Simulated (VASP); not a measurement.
VASP runs on Co (hcp) share one base input (PBE GGA, plane waves, VASP's PBE PAW potentials (set 64)) and change the settings named in each case.

### INCAR
```
SYSTEM = Co
PREC = Accurate
ENCUT = 400
EDIFF = 1E-6
NELM = 100
ALGO = Normal
LREAL = .FALSE.
LASPH = .TRUE.
ISMEAR = 1
SIGMA = 0.1
GGA = PE
LMAXMIX = 4
ISPIN = 2
MAGMOM = 1.8 1.8
LORBIT = 10
LWAVE = .FALSE.
LCHARG = .FALSE.
ISIF = 2
```

File KPOINTS:
```
kpoints
0
gamma
 15 15 8
0 0 0
```

**POSCAR**
```
Co
1
    1.2550000000    -2.1737240000     0.0000000000
    1.2550000000     2.1737240000     0.0000000000
    0.0000000000     0.0000000000     4.0700000000
Co
2
Direct
  0.3333330000   0.6666670000   0.2500000000
  0.6666670000   0.3333330000   0.7500000000
```

POTCAR, in this order: Co (PBE.64 set). Program: vasp_std.

| change | E(σ→0) (eV/atom) | pressure (GPa) | moment (μB) | −TS (eV) | irreducible k-points |
|---|---|---|---|---|---|
| base run | -7.0332 | -5.40 | 3.28 | -0.0002 | 135 |
| KGAMMA = .TRUE., KSPACING = 0.4, KPOINTS file removed | -7.0361 | -6.20 | 3.19 | 0.0001 | 30 |
| KGAMMA = .FALSE., KSPACING = 0.35, KPOINTS file removed | -7.0276 | -6.72 | 3.10 | -0.0016 | 36 |
| KGAMMA = .TRUE., KSPACING = 0.6, KPOINTS file removed | -7.0094 | -3.37 | 3.59 | 0.0016 | 10 |
| KGAMMA = .TRUE., KSPACING = 0.3, KPOINTS file removed | -7.0336 | -5.06 | 3.33 | -0.0010 | 56 |
| KGAMMA = .TRUE., KSPACING = 0.16, KPOINTS file removed | -7.0314 | -5.57 | 3.26 | 0.0004 | 240 |

Left out are runs that ran out of time, are held back, or changed the cell or the kind of run, fixed moments of cells without a moment, rows past the twelfth, gaps on odd meshes, pressures of charged cells and columns that move by less than the noise.

The compound is Co in the hcp structure. The cell was not relaxed at this level. The spin order is the one that the start imposed; others were not tried in this run.
